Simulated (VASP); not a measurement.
The system is Sn3TeS2.

```
CELL_PARAMETERS angstrom
3.26622 1.88576 4.55187
-3.26622 1.88576 4.55187
0.00000 -3.77151 4.55187
ATOMIC_POSITIONS crystal
Sn 0.00000 0.00000 0.50000
Sn 0.50000 0.00000 0.00000
Sn 0.00000 0.50000 0.00000
Te 0.50000 0.50000 0.50000
S 0.09625 0.09625 0.09625
S 0.90375 0.90375 0.90375
```

The cell was built by a generator and needn't be a form met in nature.

- Program: VASP 6.6.1
- Task: relaxation of cell and atoms
- Functional: PBE
- Potentials or basis: VASP PAW PBE potentials, release 64 (Sn_d, Te, S)
- Cutoff: 520 eV
- k mesh: 3 × 3 × 3
- Occupations: gaussian, width 0.15 eV
- Spin: no spin polarisation

At the start: pressure 33.7 GPa; volume 28.04 Å³/atom.

**Question.** Where does the relaxation end?

**Answer.** Over 16 steps the energy falls by 1944.7 meV/atom and the volume is 39.59 Å³/atom (+41.2 %); space group R-3m (No. 166, to 0.05 Å).

The path:
| step | energy change (eV) | largest force (eV/Å) | pressure (GPa) | volume (Å³) |
| --- | --- | --- | --- | --- |
| 1 | 0.0000 | 9.2678 | 33.67 | 168.22 |
| 2 | -7.6328 | 1.7416 | -3.24 | 353.57 |
| 3 | -9.4267 | 0.8431 | 0.21 | 263.33 |
| 4 | -9.4463 | 0.7719 | 0.13 | 265.86 |
| 5 | -9.4463 | 0.6903 | -0.08 | 268.11 |
| 6 | -9.6855 | 0.8051 | -0.48 | 269.96 |
| 7 | -10.4359 | 0.8780 | -1.67 | 273.57 |
| 8 | -11.2878 | 0.6255 | -2.75 | 272.77 |
| 9 | -11.4319 | 0.8064 | -2.03 | 261.86 |
| 10 | -11.4770 | 0.9323 | -1.55 | 255.06 |
| 11 | -11.4828 | 0.9633 | -1.42 | 252.61 |
| 12 | -11.5751 | 0.7168 | -1.11 | 247.62 |
| 13 | -11.6576 | 0.1554 | 0.56 | 233.03 |
| 14 | -11.6674 | 0.0944 | 0.32 | 236.48 |
| 15 | -11.6672 | 0.1233 | 0.11 | 236.85 |
| 16 | -11.6684 | 0.0475 | -0.07 | 237.56 |

Final structure:
```xyz
6
Lattice="3.2609 1.8827 6.4494 -3.2609 1.8827 6.4494 0.0000 -3.7654 6.4494" Properties=species:S:1:pos:R:3 pbc="T T T"
Sn    0.0000   -1.8827    3.2247
Sn    1.6304    0.9413    3.2247
Sn   -1.6304    0.9413    3.2247
Te    0.0000    0.0000    9.6741
S     0.0000    0.0000    1.0593
S     0.0000    0.0000   18.2888
```

Caveat: the k mesh is coarse (spacing up to 0.40 Å⁻¹), so the values aren't converged; the volume moved by over 15 % at a fixed basis, so the end points are rough.
